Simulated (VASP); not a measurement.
The cell holds one SiC (zinc blende) (110) slab, with vacuum along c, ions free to move until forces fall under 0.03 eV/Å, no reconstruction beyond this cell, dipole correction on. Ionisation potential and electron affinity count from the cell's own band edges, surface states included.

Consider the following.

```
CSi
1.0
    4.36000     0.00000     0.00000
    0.00000     3.08299     0.00000
    0.00000     0.00000    24.24896
Si C
6 6
Direct
  0.95757   0.00000   0.64847
  0.50695   0.50000   0.59753
  0.00531   0.00000   0.53116
  0.50531   0.50000   0.46884
  0.00695   0.00000   0.40247
  0.45757   0.50000   0.35153
  0.26296   0.00000   0.59585
  0.76221   0.50000   0.65865
  0.25499   0.00000   0.46800
  0.75499   0.50000   0.53200
  0.26221   0.00000   0.34135
  0.76296   0.50000   0.40415
```

Calculation: PBEsol GGA, VASP's PBE PAW potentials (set 64) (plane waves; VASP). Settings: 450 eV cut-off, 5×7×1 Γ-centred mesh, Gaussian smearing of 0.050 eV, potentials Si C.

Slab and bulk use different k-meshes, so the surface energy is good to a few per cent at best.

Question: Predict its surface energy, ionisation potential, electron affinity.

Answer: 
The surface energy comes out as 3.13 J/m², the ionisation potential is 5.65 eV and the electron affinity is 4.88 eV.

The cell is a thin slab with vacuum, built from SiC (zinc blende): (110) face.
